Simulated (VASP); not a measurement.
Calculation: PBE GGA, VASP's PBE PAW potentials (set 64) (plane waves; VASP).

VASP ran on this input.

### INCAR
```
SYSTEM = PtS2
PREC = Accurate
ENCUT = 400
EDIFF = 1E-6
NELM = 100
ALGO = Normal
LREAL = .FALSE.
LASPH = .TRUE.
ISMEAR = 0
SIGMA = 0.05
GGA = PE
LMAXMIX = 6
LWAVE = .FALSE.
LCHARG = .FALSE.
IBRION = 2
ISIF = 3
NSW = 60
EDIFFG = -0.02
```

### KPOINTS
```
Automatic mesh
0
Gamma
7 7 4
0 0 0
```

### POSCAR
```
PtS2
1.0
  1.7866998760  -3.0946550357   0.0000000000
  1.7866998760   3.0946550357   0.0000000000
  0.0000000000   0.0000000000   6.1396524263
Pt S
1 2
direct
  0.0000000000   0.0000000000   1.0000000000
  0.3333330000   0.6666670000   0.1995896725
  0.6666670000   0.3333330000   0.8004103275
```

POTCAR, in this order: Pt S (PBE.64 set). Program: vasp_std.

The run wrote:

### OUTCAR
```
 ion  position               nearest neighbor table
   1  0.000  0.000  0.000-   2 2.40   3 2.40   3 2.40   2 2.40   3 2.40   2 2.40
   2  0.333  0.667  0.200-   1 2.40   1 2.40   1 2.40
   3  0.667  0.333  0.800-   1 2.40   1 2.40   1 2.40
  LATTYP: Found a hexagonal cell.
 ALAT       =     3.5733998149
 C/A-ratio  =     1.7181543472
 Subroutine PRICEL returns:
 Original cell was already a primitive cell.
 Subroutine GETGRP returns: Found 12 space group operations
The static configuration has the point symmetry D_3d.
The dynamic configuration has the point symmetry D_3d.
 Subroutine INISYM returns: Found 12 space group operations
 Subroutine IBZKPT returns following result:
 Found     28 irreducible k-points:

 Following reciprocal coordinates:
            Coordinates               Weight
  0.000000  0.000000  0.000000      1.000000
  0.142857  0.000000  0.000000      6.000000
  0.285714  0.000000  0.000000      6.000000
  0.428571  0.000000  0.000000      6.000000
  0.142857  0.142857  0.000000      6.000000
  0.285714  0.142857  0.000000     12.000000
  0.428571  0.142857  0.000000      6.000000
  0.285714  0.285714  0.000000      6.000000
  0.000000  0.000000  0.250000      2.000000
  0.142857  0.000000  0.250000      6.000000
  0.000000  0.142857  0.250000      6.000000
  0.285714  0.000000  0.250000      6.000000
  0.000000  0.285714  0.250000      6.000000
  0.428571  0.000000  0.250000      6.000000
  0.000000  0.428571  0.250000      6.000000
  0.142857  0.142857  0.250000     12.000000
  0.285714  0.142857  0.250000     12.000000
 -0.142857  0.428571  0.250000     12.000000
  0.428571  0.142857  0.250000     12.000000
  0.285714  0.285714  0.250000     12.000000
  0.000000  0.000000  0.500000      1.000000
  0.142857  0.000000  0.500000      6.000000
...
```

File OSZICAR:
```
       N       E                     dE             d eps       ncg     rms          rms(c)
DAV:   1     0.104505812705E+03    0.10451E+03   -0.88362E+03   848   0.102E+03
DAV:   2    -0.119097304318E+02   -0.11642E+03   -0.11403E+03  1092   0.222E+02
DAV:   3    -0.167749455115E+02   -0.48652E+01   -0.48495E+01  1022   0.507E+01
DAV:   4    -0.168405433832E+02   -0.65598E-01   -0.65578E-01  1107   0.627E+00
DAV:   5    -0.168422035990E+02   -0.16602E-02   -0.16602E-02  1085   0.950E-01    0.176E+01
DAV:   6    -0.157244605082E+02    0.11177E+01   -0.79757E+00   875   0.290E+01    0.115E+01
DAV:   7    -0.154859589333E+02    0.23850E+00   -0.14244E+00   882   0.132E+01    0.555E+00
DAV:   8    -0.154699061615E+02    0.16053E-01   -0.10133E-01  1078   0.229E+00    0.121E+00
DAV:   9    -0.154642829102E+02    0.56233E-02   -0.16263E-02   987   0.145E+00    0.271E-01
DAV:  10    -0.154645726592E+02   -0.28975E-03   -0.25772E-03  1099   0.360E-01    0.828E-02
DAV:  11    -0.154646148603E+02   -0.42201E-04   -0.75190E-05  1130   0.818E-02    0.453E-02
DAV:  12    -0.154646194683E+02   -0.46079E-05   -0.14592E-05  1001   0.352E-02    0.145E-02
DAV:  13    -0.154646206304E+02   -0.11621E-05   -0.28780E-06  1101   0.128E-02    0.467E-03
DAV:  14    -0.154646209179E+02   -0.28747E-06   -0.31400E-07   672   0.462E-03
   1 F= -.15464621E+02 E0= -.15464621E+02  d E =-.154646E+02
```

### OUTCAR
```
------------------------ aborting loop because EDIFF is reached ----------------------------------------
  FORCE on cell =-STRESS in cart. coord.  units (eV):
  Direction    XX          YY          ZZ          XY          YZ          ZX
  --------------------------------------------------------------------------------------
  Total        0.0205289      0.0205289      0.0543111     -0.0000000      0.0000000      0.0000000
  in kB        0.4844396      0.4844396      1.2816279     -0.0000000      0.0000000      0.0000000
  external PRESSURE =       0.7501690 kB  Pullay stress =       0.0000000 kB
  volume of cell :       67.89
      direct lattice vectors                 reciprocal lattice vectors
     1.786699876 -3.094655036  0.000000000     0.279845545 -0.161568897  0.000000000
     1.786699876  3.094655036  0.000000000     0.279845545  0.161568897  0.000000000
     0.000000000  0.000000000  6.139652426     0.000000000  0.000000000  0.162875670
 POSITION                                       TOTAL-FORCE (eV/Angst)
 -----------------------------------------------------------------------------------
      0.00000      0.00000      0.00000         0.000000     -0.000000      0.000000
      1.78670      1.03155      1.22541        -0.000000      0.000000      0.003373
      1.78670     -1.03155      4.91424         0.000000     -0.000000     -0.003373
 -----------------------------------------------------------------------------------
    total drift:                               -0.000000     -0.000000      0.000000
  FREE ENERGIE OF THE ION-ELECTRON SYSTEM (eV)
  ---------------------------------------------------
  free  energy   TOTEN  =       -15.4646209179 eV

  energy  without entropy=      -15.4646209179  energy(sigma->0) =      -15.46462092

 reached required accuracy - stopping structural energy minimisation
```
(Selected blocks of OUTCAR.)

### OUTCAR
```
 val. band max:        3.7207457325   @ k =   0.1429   0.1429   0.0000

 cond. band min:       5.1647779675   @ k =   0.0000   0.2857   0.2500


 Fermi energy:         3.9623719586

 k-point     1 :       0.0000    0.0000    0.0000
  band No.  band energies     occupation
      1     -10.4903      2.00000
      2      -8.1903      2.00000
      3      -2.0181      2.00000
      4      -2.0181      2.00000
      5      -1.8237      2.00000
      6       0.6712      2.00000
      7       0.6712      2.00000
      8       2.5577      2.00000
      9       3.2434      2.00000
     10       3.2434      2.00000
     11       3.3903      2.00000
     12       6.6807      0.00000
     13       6.6807      0.00000
     14       9.0994      0.00000
     15       9.5511      0.00000

 k-point     2 :       0.1429    0.0000    0.0000
  band No.  band energies     occupation
      1     -10.2446      2.00000
      2      -8.2580      2.00000
      3      -1.9493      2.00000
      4      -1.8658      2.00000
      5      -1.5868      2.00000
      6       0.2625      2.00000
      7       0.4952      2.00000
      8       1.8991      2.00000
      9       3.3012      2.00000
     10       3.3177      2.00000
     11       3.6174      2.00000
     12       5.7842      0.00000
     13       6.4322      0.00000
     14       9.9669      0.00000
     15      10.4094      0.00000

 k-point     3 :       0.2857    0.0000    0.0000
  band No.  band energies     occupation
      1      -9.6065      2.00000
      2      -8.4094      2.00000
      3      -1.8434      2.00000
      4      -1.5620      2.00000
      5      -1.1140      2.00000
      6      -0.6277      2.00000
      7       0.3984      2.00000
      8       1.4258      2.00000
      9       2.7762      2.00000
     10       2.9135      2.00000
     11       3.2685      2.00000
     12       5.5560      0.00000
     13       6.3366      0.00000
     14       9.6414      0.00000
     15      11.2370      0.00000
...
```

Without a dispersion term in the relaxation, distances and binding between the weakly bound layers, chains or molecules are unreliable, and so is what depends on them. Unless said otherwise, spin-orbit coupling is left out, though it shifts the bands of the heavy elements here.

The compound is PtS2 in the 1T layered structure. It was relaxed first, which changed the volume by +24 %. The start is the result of an earlier pass.
